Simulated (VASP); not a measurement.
KF (rock salt), at 1.04 of the tabulated volume:

```
KF
1.0
    0.00000     2.71020     2.71020
    2.71020     0.00000     2.71020
    2.71020     2.71020     0.00000
K F
1 1
Cartesian
  0.00000   0.00000   0.00000
  2.71020   2.71020   2.71020
```

The lowest empty band near Γ, direction [111], from mBJ (TB09) with spin-orbit coupling in VASP (PAW); its two spin partners are averaged. The gap over the points computed is 10.00 eV, and the next band on that side lies 2.17 eV away at the edge.

Settings: 520 eV cut-off, 9×9×9 Γ-centred mesh, Gaussian smearing of 0.050 eV, potentials K_sv F.

```json
[
 {"distance from the edge in k (1/Å)": "0.025", "distance in energy (meV)": "3.7"},
 {"distance from the edge in k (1/Å)": "0.035", "distance in energy (meV)": "7.3"},
 {"distance from the edge in k (1/Å)": "0.050", "distance in energy (meV)": "14.8"},
 {"distance from the edge in k (1/Å)": "0.070", "distance in energy (meV)": "28.9"}
]
```

Fit E(1 + αE) = ħ²k²/2m* (ħ²/2m0 = 3.810 eV Å²) and predict the row at 0.095 1/Å.

The rows don't resolve α, so a parabola serves: the electron mass is m* = 0.645 m0, and so 53.3 meV. The run gave 53.1 meV, -0.2 meV from the fit.

Left out are points under 3 meV from the edge, since the levels carry 0.1 meV, and points farther than half the way to the next band.

The compound is KF in the rock salt structure. The cell was not relaxed at this level.
